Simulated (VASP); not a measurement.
# MnRuN2 (I4/mmm) in VASP: relaxation of cell and atoms with PBE

Aim: the relaxation of cell and atoms of MnRuN2 with PBE.

Everything below comes from runs of VASP 6.6.1. Logs are shortened: lines on timing, memory, paths and dates and some standing lists are left out, and cuts for length are marked.

## (1) Starting point

The structure is tetragonal, space group I4/mmm (No. 139). Conventional cell: a = 3.703 Å, b = 3.703 Å, c = 7.066 Å, α = 90.00°, β = 90.00°, γ = 90.00°. Mn (site symmetry 4/mmm) is surrounded by 2 N at 1.90 Å. Around Ru (site symmetry 4/mmm) lie 2 N at 1.63 Å. Around N (site symmetry 4mm) lie 1 Ru at 1.63 Å.

The cell was built by a generator and needn't be a form met in nature.

## (2) Relaxation of cell and atoms, PBE, collinear spin, ferromagnetic start

INCAR

```
SYSTEM = MnRuN2
  ALGO = Fast
  EDIFF = 1E-4
  EDIFFG = -0.08
  ENCUT = 520
  GGA = PE
  IBRION = 2
  ISIF = 3
  ISMEAR = 0
  ISPIN = 2
  LASPH = .TRUE.
  LCHARG = .FALSE.
  LMAXMIX = 4
  LORBIT = 11
  LREAL = .FALSE.
  LWAVE = .FALSE.
  MAGMOM = 4 1 0 0
  NELM = 60
  NSW = 24
  PREC = Normal
  SIGMA = 0.15
```

KPOINTS

```
k-points
0
G
  6 6 6
  0 0 0
```

POSCAR

```
MnRuN2
1.0
   -1.8516639400      1.8516639400      3.5328936000
    1.8516639400     -1.8516639400      3.5328936000
    1.8516639400      1.8516639400     -3.5328936000
Mn Ru N
1 1 2
Direct
    0.0000000000      0.0000000000      0.0000000000
    0.5000000000      0.5000000000      0.0000000000
    0.7306791300      0.7306791300      0.0000000000
    0.2693208700      0.2693208700      0.0000000000
```

Potentials or basis: VASP PAW PBE potentials, release 64 (Mn_pv, Ru_pv, N).

Run with:

```console
> cat potpaw_PBE.64/Mn_pv/POTCAR potpaw_PBE.64/Ru_pv/POTCAR potpaw_PBE.64/N/POTCAR > POTCAR
> mpirun -np 1 vasp_std > vasp.out
```

OUTCAR:

```text
SYSTEM = MnRuN2
   EDIFF = 1E-4
   EDIFFG = -0.08
   ENCUT = 520
   GGA = PE
   IBRION = 2
   ISIF = 3
   ISMEAR = 0
   ISPIN = 2
   LASPH = .TRUE.
   LORBIT = 11
   LREAL = .FALSE.
   NELM = 60
   NSW = 24
   PREC = Normal

 ion  position               nearest neighbor table
   1  0.000  0.000  0.000-   3 1.90   4 1.90   2 2.62   2 2.62   2 2.62   2 2.62
   2  0.500  0.500  0.000-   3 1.63   4 1.63   1 2.62   1 2.62   1 2.62   1 2.62
   3  0.731  0.731  0.000-   2 1.63   1 1.90
   4  0.269  0.269  0.000-   2 1.63   1 1.90

  LATTYP: Found a body centered tetragonal cell.
 ALAT       =     3.7033278800
 C/A-ratio  =     1.9079561489

  Lattice vectors:

 A1 = (  -1.8516639400,   1.8516639400,   3.5328936000)
 A2 = (   1.8516639400,  -1.8516639400,   3.5328936000)
 A3 = (   1.8516639400,   1.8516639400,  -3.5328936000)

Analysis of symmetry for initial positions (statically):
=====================================================================
 Subroutine PRICEL returns:
 Original cell was already a primitive cell.

 Routine SETGRP: Setting up the symmetry group for a
 body centered tetragonal supercell.

 Subroutine GETGRP returns: Found 16 space group operations
 (whereof 16 operations were pure point group operations)
 out of a pool of 16 trial point group operations.

The static configuration has the point symmetry D_4h.

Analysis of symmetry for dynamics (positions and initial velocities):
=====================================================================
 Subroutine PRICEL returns:
 Original cell was already a primitive cell.

 Routine SETGRP: Setting up the symmetry group for a
 body centered tetragonal supercell.

 Subroutine GETGRP returns: Found 16 space group operations
 (whereof 16 operations were pure point group operations)
 out of a pool of 16 trial point group operations.

The dynamic configuration has the point symmetry D_4h.

Analysis of structural, dynamic, and magnetic symmetry:
=====================================================================
 Subroutine PRICEL returns:
 Original cell was already a primitive cell.

 Routine SETGRP: Setting up the symmetry group for a
 body centered tetragonal supercell.

 Subroutine GETGRP returns: Found 16 space group operations
 (whereof 16 operations were pure point group operations)
 out of a pool of 16 trial point group operations.

The overall configuration has the point symmetry D_4h.

 Subroutine INISYM returns: Found 16 space group operations
 (whereof 16 operations are pure point group operations),
 and found     1 'primitive' translations

----------------------------------------------------------------------------------------

                                     Primitive cell

  volume of cell :      48.4524

  direct lattice vectors                    reciprocal lattice vectors
    -1.851663940  1.851663940  3.532893600     0.000000000  0.270027400  0.141527047
     1.851663940 -1.851663940  3.532893600     0.270027400  0.000000000  0.141527047
     1.851663940  1.851663940 -3.532893600     0.270027400  0.270027400  0.000000000

  length of vectors
     4.397573863  4.397573863  4.397573863     0.304868336  0.304868336  0.381876412

  position of ions in fractional coordinates (direct lattice)
     0.000000000  0.000000000  0.000000000
     0.500000000  0.500000000  0.000000000
     0.730679130  0.730679130  0.000000000
     0.269320870  0.269320870  0.000000000

  ion indices of the primitive-cell ions
   primitive index   ion index
                 1           1
                 2           2
                 3           3
                 4           4

----------------------------------------------------------------------------------------

 KPOINTS: k-points

Automatic generation of k-mesh.
 Grid dimensions read from file:
 generate k-points for:    6    6    6

 Generating k-lattice:

  Cartesian coordinates                     Fractional coordinates (reciprocal lattice)
     0.000000000  0.045004567  0.023587841     0.166666667  0.000000000  0.000000000
     0.045004567  0.000000000  0.023587841     0.000000000  0.166666667  0.000000000
     0.045004567  0.045004567  0.000000000     0.000000000  0.000000000  0.166666667

  Length of vectors
     0.050811389  0.050811389  0.063646069

  Shift w.r.t. Gamma in fractional coordinates (k-lattice)
     0.000000000  0.000000000  0.000000000

 Subroutine IBZKPT returns following result:
 ===========================================

 Found     30 irreducible k-points:

 Following reciprocal coordinates:
            Coordinates               Weight
  0.000000  0.000000  0.000000      1.000000
  0.166667 -0.000000  0.000000      8.000000
  0.333333  0.000000  0.000000      8.000000
  0.500000  0.000000 -0.000000      4.000000
  0.166667  0.166667  0.000000      8.000000
  0.333333  0.166667  0.000000     16.000000
[... 16 lines left out ...]
 -0.333333 -0.333333  0.166667      8.000000
 -0.166667 -0.333333  0.166667      8.000000
 [... further k-points ...]
   k-points           NKPTS =     30   k-points in BZ     NKDIM =     30   number of bands    NBANDS=     25
   number of dos      NEDOS =    301   number of ions     NIONS =      4
   total plane-waves  NPLWV =  21952
   dimension x,y,z NGX =    28 NGY =   28 NGZ =   28
   dimension x,y,z NGXF=    56 NGYF=   56 NGZF=   56
   ions per type =               1   1   2
   NGX,Y,Z   is equivalent  to a cutoff of  10.59, 10.59, 10.59 a.u.
   NGXF,Y,Z  is equivalent  to a cutoff of  21.17, 21.17, 21.17 a.u.
 SYSTEM =  MnRuN2
   PREC   = normal    normal or accurate (medium, high low for compatibility)
   ISTART =      0    job   : 0-new  1-cont  2-samecut
   ICHARG =      2    charge: 1-file 2-atom 10-const
   ISPIN  =      2    spin polarized calculation?
   LNONCOLLINEAR =      F non collinear calculations
   LSORBIT =      F    spin-orbit coupling
   LASPH  =      T    aspherical Exc in radial PAW
   ENCUT  =  520.0 eV  38.22 Ry    6.18 a.u.   8.18  8.18  8.18*2*pi/ulx,y,z
   NELM   =     60;   NELMIN=  2; NELMDL= -5     # of ELM steps
   EDIFF  = 0.1E-03   stopping-criterion for ELM
   LREAL  =      F    real-space projection
   EDIFFG = -.8E-01   stopping-criterion for IOM
   NSW    =     24    number of steps for IOM
   IBRION =      2    ionic relax: 0-MD 1-quasi-New 2-CG
   NFREE  =      1    steps in history (QN), initial steepest desc. (CG)
   ISIF   =      3    stress and relaxation
   ISYM   =      2    0-nonsym 1-usesym 2-fastsym
   POTIM  = 0.5000    time-step for ionic-motion
   TEBEG  =    0.0;   TEEND  =   0.0 temperature during run
   PSTRESS=    0.0 pullay stress
   NELECT =      37.0000    total number of electrons
   NUPDOWN=      -1.0000    fix difference up-down
   EMIN   =  10.00;   EMAX   =-10.00  energy-range for DOS
   EFERMI =   0.00;   METHOD = LEGACY
   ISMEAR =     0;   SIGMA  =   0.15  broadening in eV -4-tet -1-fermi 0-gaus
   EFERMI_NEDOS =   21; number of points for ismear=-14 and -15
   IALGO  =     68    algorithm
   IMIX   =      4    mixing-type and parameters
     AMIX     =   0.40;   BMIX     =  1.00
     AMIX_MAG =   1.60;   BMIX_MAG =  1.00
  volume/ion in A,a.u.               =      12.11        81.74
  Fermi-wavevector in a.u.,A,eV,Ry     =   1.496364  2.827717 30.464856  2.239104
  Thomas-Fermi vector in A             =   2.608390
   LORBIT       =     11    0 simple, 1 ext, 2 COOP (PROOUT), +10 PAW based schemes
   GGA     = PE    functional components
   LHFCALC =     F    Hartree Fock is set to
   AEXX    =    0.0000 exact exchange contribution
   IVDW    =     0    specifies the selected vdW correction
   LEPSILON=     F    determine dielectric tensor
   LRPA    =     F    only Hartree local field effects (RPA)
 conjugate gradient relaxation of ions
 spin polarized calculation
 RMM-DIIS sequential band-by-band and
 Gauss-broadening in eV      SIGMA  =   0.15
  energy-cutoff  :      520.00
  volume of cell :       48.45
 maximum number of plane-waves:      1316
   NGX = 17   NGY = 17   NGZ = 17

--------------------------------------- Ionic step        1  -------------------------------------------

 number of electron      37.0000021 magnetization       3.0381475

 Free energy of the ion-electron system (eV)
  ---------------------------------------------------
  ext. energy  EPLUGINS =         0.00000000
  ---------------------------------------------------
  free energy    TOTEN  =       -29.91041387 eV

  energy without entropy =      -29.88177896  energy(sigma->0) =      -29.89609641

------------------------ aborting loop because EDIFF is reached ----------------------------------------

  FORCE on cell =-STRESS in cart. coord.  units (eV):
  Direction    XX          YY          ZZ          XY          YZ          ZX
  --------------------------------------------------------------------------------------
  -------------------------------------------------------------------------------------
  Total        2.6287093      2.6287093     28.0483640      0.0000000     -0.0000000      0.0000000
  in kB       86.9237107     86.9237107    927.4771739      0.0000000     -0.0000000      0.0000000
  external PRESSURE =     367.1081984 kB  Pullay stress =       0.0000000 kB
[... 25 lines left out ...]
--------------------------------------- Ionic step        2  -------------------------------------------

 number of electron      37.0000048 magnetization       0.1478673

 number of electron      37.0000048 magnetization      -1.5780549

 E-fermi :   2.7126     XC(G=0): -10.1643

 val. band max:        2.7023157778   @ k =   0.5000   0.1667  -0.0000
 cond. band min:       2.7156561092   @ k =  -0.1667   0.1667   0.0000
 fundamental gap:      0.0133403314
 Fermi energy:         2.7125657146

 spin component 1

 k-point     1 :       0.0000    0.0000    0.0000
  band No.  band energies     occupation
      1     -45.2893      1.00000
      2     -45.2893      1.00000
      3     -45.2843      1.00000
      4     -39.2472      1.00000
      5     -39.2472      1.00000
      6     -39.1457      1.00000
[... 1408 lines left out ...]
  FREE ENERGIE OF THE ION-ELECTRON SYSTEM (eV)
  ---------------------------------------------------
  free  energy   TOTEN  =       -26.7588080127 eV

  energy  without entropy=      -26.6912312986  energy(sigma->0) =      -26.72501966

[... ionic steps 4 to 8 ...]

--------------------------------------- Ionic step        9  -------------------------------------------

 number of electron      37.0000023 magnetization       1.2074486

------------------------ aborting loop because EDIFF is reached ----------------------------------------

  FORCE on cell =-STRESS in cart. coord.  units (eV):
  Direction    XX          YY          ZZ          XY          YZ          ZX
  --------------------------------------------------------------------------------------
  -------------------------------------------------------------------------------------
  Total       -0.1239700     -0.1239700      2.1804865      0.0000000     -0.0000000     -0.0000000
  in kB       -3.9696317     -3.9696317     69.8211390      0.0000000     -0.0000000     -0.0000000
  external PRESSURE =      20.6272919 kB  Pullay stress =       0.0000000 kB
[... 61 lines left out ...]
  energy  without entropy=      -31.5902682678  energy(sigma->0) =      -31.60813262

--------------------------------------- Ionic step       11  -------------------------------------------

 number of electron      37.0000023 magnetization       1.1533069

 Free energy of the ion-electron system (eV)
  ---------------------------------------------------
  ext. energy  EPLUGINS =         0.00000000
  ---------------------------------------------------
  free energy    TOTEN  =       -31.66997582 eV

  energy without entropy =      -31.63244787  energy(sigma->0) =      -31.65121185

 E-fermi :   5.8309     XC(G=0): -11.6846

 val. band max:        5.8210665483   @ k =  -0.1667   0.5000   0.1667
 cond. band min:       5.8356126421   @ k =  -0.3333   0.3333   0.1667
 fundamental gap:      0.0145460938
 Fermi energy:         5.8309231349

 spin component 1

 k-point     1 :       0.0000    0.0000    0.0000
  band No.  band energies     occupation
      1     -43.0077      1.00000
      2     -43.0077      1.00000
      3     -42.9997      1.00000
      4     -37.3924      1.00000
      5     -36.7173      1.00000
      6     -36.7173      1.00000
[... 1370 lines left out ...]
  FREE ENERGIE OF THE ION-ELECTRON SYSTEM (eV)
  ---------------------------------------------------
  free  energy   TOTEN  =       -31.6699758231 eV

  energy  without entropy=      -31.6324478711  energy(sigma->0) =      -31.65121185

 reached required accuracy - stopping structural energy minimisation

 total charge

# of ion       s       p       d       tot
------------------------------------------
    1        0.405   6.461   5.163  12.029
    2        0.404   6.334   5.991  12.729
    3        1.331   2.289   0.000   3.621
    4        1.331   2.289   0.000   3.621
--------------------------------------------------
tot          3.471  17.374  11.155  31.999

 magnetization (x)

# of ion       s       p       d       tot
------------------------------------------
    1        0.018   0.017   1.447   1.483
    2       -0.016   0.005   0.036   0.025
    3       -0.007  -0.151   0.000  -0.157
    4       -0.007  -0.151   0.000  -0.157
--------------------------------------------------
tot         -0.011  -0.280   1.483   1.193
```

Wall time 12 min (1 thread of Intel Xeon Platinum 8259CL at 2.50GHz (Skylake/Cascade Lake), shared host); peak memory 0.23 GiB.

Results:

```
Free energy                                           : -31.6700 eV
Relaxed volume                                        : 12.58 Å³/atom
Relaxed cell                                          : a = 4.446 Å, b = 4.446 Å, c = 4.446 Å, α = 130.03°, β = 130.03°, γ = 73.36°
Space group after relaxing (to 0.05 Å)                : I4/mmm (No. 139)
Energy gained by relaxing                             : 439.9 meV/atom
Ionic steps                                           : 11
Pressure after relaxing                               : -0.3 GPa
Largest force after relaxing                          : 0.016 eV/Å
Band gap on the k mesh                                : none (metal or under the smearing width)
Net moment                                            : 1.15 μB per cell
Site moments                                          : Mn +1.48; Ru +0.03; N -0.16 μB
Valence electrons inside the program's atomic spheres : Mn 12.03; Ru 12.73; N 3.62
```

Forces in eV/Å, atoms in the order of the input:
```
Mn   0.000  0.000  0.000
Ru   0.000  0.000  0.000
N    0.000  0.000 -0.016
N    0.000  0.000  0.016
```

Stress tensor (GPa, compression positive):
```
-0.71  0.00  0.00
 0.00 -0.71  0.00
 0.00  0.00  0.55
```

Step by step:
| step | energy change (eV) | largest force (eV/Å) | pressure (GPa) | volume (Å³) |
| --- | --- | --- | --- | --- |
| 1 | 0.0000 | 9.0624 | 36.71 | 48.45 |
| 2 | 5.3097 | 3.0005 | -33.54 | 69.02 |
| 3 | 3.1516 | 1.3862 | -36.65 | 62.34 |
| 4 | 0.6505 | 0.7474 | -28.68 | 57.22 |
| 5 | -1.1275 | 0.1886 | -17.47 | 52.78 |
| 6 | -1.5054 | 1.6391 | -3.58 | 50.60 |
| 7 | -1.5066 | 1.8301 | -2.39 | 50.45 |
| 8 | -1.7085 | 0.4246 | 5.78 | 49.88 |
| 9 | -1.7479 | 0.5857 | 2.06 | 50.04 |
| 10 | -1.7156 | 1.0300 | -4.81 | 50.85 |
| 11 | -1.7596 | 0.0159 | -0.29 | 50.31 |

Final structure:
```
Mn Ru N
1.0
    -1.87804    1.87804    3.56569
     1.87804   -1.87804    3.56569
     1.87804    1.87804   -3.56569
Mn Ru N
1 1 2
Cartesian
  0.0000 0.0000 0.0000
  0.0000 0.0000 3.5657
  0.0000 0.0000 5.4014
  0.0000 0.0000 1.7300
```

Caveat: the k mesh is coarse (spacing up to 0.40 Å⁻¹), so the values aren't converged; a cell with one magnetic atom can't hold antiferromagnetic order, which such compounds often take; the relaxation stopped at a loose force limit of 0.08 eV/Å, so its end isn't a converged minimum.
